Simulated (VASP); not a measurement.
Data:

```yaml
crystal:
  lattice:
    - [4.15286, 0.00000, 0.00000]
    - [0.00000, 4.15286, 0.00000]
    - [0.00000, 0.00000, 4.15286]
  atoms:
    - { symbol: Cs, position: [0.00000, 0.00000, 0.00000] }
    - { symbol: Cl, position: [0.50000, 0.50000, 0.50000] }
```

Level of theory: PBEsol GGA, VASP's PBE PAW potentials (set 64) (plane waves; VASP). Settings: 520 eV cut-off, 7×7×7 Γ-centred mesh, Gaussian smearing of 0.050 eV, potentials Cs_sv Cl.

Unless said otherwise, spin-orbit coupling is left out, though it shifts the bands of the heavy elements here.

Question: Estimate the energy per atom (σ→0), band gap (on the k-mesh) with the smallest direct gap where there is one.

Answer: 
* **band gap (on the k-mesh)**: 4.96 eV
* **smallest direct gap (on the k-mesh)**: 4.96 eV
* **energy per atom (σ→0)**: -3.417 eV/atom

The compound is CsCl in the CsCl type structure. This cell is one point of a volume scan, at 1.06 of the reference volume.
